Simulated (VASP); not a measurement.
```xyz
6
Lattice="4.7625 0.0000 0.0000 0.0000 4.7625 0.0000 0.0000 0.0000 4.7625" Properties=species:S:1:pos:R:3 pbc="T T T"
Ag     3.5718     1.1906     3.5718
Ag     1.1906     3.5718     3.5718
Ag     3.5718     3.5718     1.1906
Ag     1.1906     1.1906     1.1906
O      0.0000     0.0000     0.0000
O      2.3812     2.3812     2.3812
```

All values below come from PBE GGA, VASP's PBE PAW potentials (set 64) (plane waves; VASP 6.6.1). Numerical set-up: 520 eV cut-off, 7×7×7 Γ-centred mesh, first-order Methfessel-Paxton smearing of 0.10 eV, potentials Ag O.

The job: Ag2O (cuprite), 6 atoms, PBE, static run, 520 eV, 7×7×7 Γ-centred mesh. Roughly how much core time does it take on a busy server core?

About 2 core-minutes (one run on a shared machine, a rough figure). It had 20 irreducible k-points, 33 bands, up to 2945 plane waves and 17 electronic steps.

The compound is Ag2O in the cuprite structure. This cell is one point of a volume scan, at 0.97 of the reference volume.
